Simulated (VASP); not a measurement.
OSZICAR of a VASP run on Mo (bcc):

### OSZICAR
```
       N       E                     dE             d eps       ncg     rms          rms(c)
DAV:   1     0.746608928595E+02    0.74661E+02   -0.84441E+03  3198   0.133E+03
DAV:   2    -0.307722044118E+02   -0.10543E+03   -0.10193E+03  3475   0.353E+02
DAV:   3    -0.322230908273E+02   -0.14509E+01   -0.14349E+01  3727   0.413E+01
DAV:   4    -0.322274290763E+02   -0.43382E-02   -0.43378E-02  3522   0.260E+00
DAV:   5    -0.322274532930E+02   -0.24217E-04   -0.24217E-04  3673   0.193E-01    0.164E+01
DAV:   6    -0.250586019306E+02    0.71689E+01   -0.45293E+00  3370   0.277E+01    0.221E+00
DAV:   7    -0.258501228426E+02   -0.79152E+00   -0.20061E-01  3292   0.547E+00    0.145E+00
DAV:   8    -0.253190116797E+02    0.53111E+00   -0.84461E-01  3577   0.101E+01    0.283E+00
DAV:   9    -0.257422884242E+02   -0.42328E+00   -0.30171E-01  3391   0.517E+00    0.102E+00
DAV:  10    -0.258102372219E+02   -0.67949E-01   -0.13590E-02  3499   0.138E+00    0.435E-01
DAV:  11    -0.258133635354E+02   -0.31263E-02   -0.30382E-03  3457   0.735E-01    0.595E-02
DAV:  12    -0.258133191656E+02    0.44370E-04   -0.14687E-04  3415   0.182E-01    0.218E-02
DAV:  13    -0.258133641645E+02   -0.44999E-04   -0.53041E-05  3388   0.918E-02    0.172E-02
DAV:  14    -0.258133404935E+02    0.23671E-04   -0.81803E-06  3331   0.461E-02    0.443E-03
DAV:  15    -0.258133421903E+02   -0.16968E-05   -0.15371E-06  3487   0.171E-02    0.230E-03
DAV:  16    -0.258133410515E+02    0.11388E-05   -0.53688E-07  3271   0.993E-03    0.444E-04
DAV:  17    -0.258133418029E+02   -0.75146E-06   -0.31904E-08  1916   0.226E-03    0.134E-04
DAV:  18    -0.258133415919E+02    0.21100E-06   -0.49699E-09  1709   0.111E-03    0.112E-04
DAV:  19    -0.258133417210E+02   -0.12910E-06   -0.73164E-10  1649   0.329E-04    0.386E-05
DAV:  20    -0.258133416962E+02    0.24797E-07   -0.80756E-11  1637   0.121E-04
   1 F= -.25813342E+02 E0= -.25813301E+02  d E =-.123101E-03
```

Q: Which electronic solver shows in the log?

A: It is blocked Davidson (ALGO = Normal, or the opening steps of other solvers). The INCAR had ALGO = Normal.

Q: Can the final energy be trusted as converged?

A: The run converged. It stopped with EDIFF = 1E-7, NELM = 100 (r2SCAN+rVV10, plane waves, VASP's PBE PAW potentials (set 64)).

The compound is Mo in the bcc structure. This cell is one point of a volume scan, at 1.06 of the reference volume.
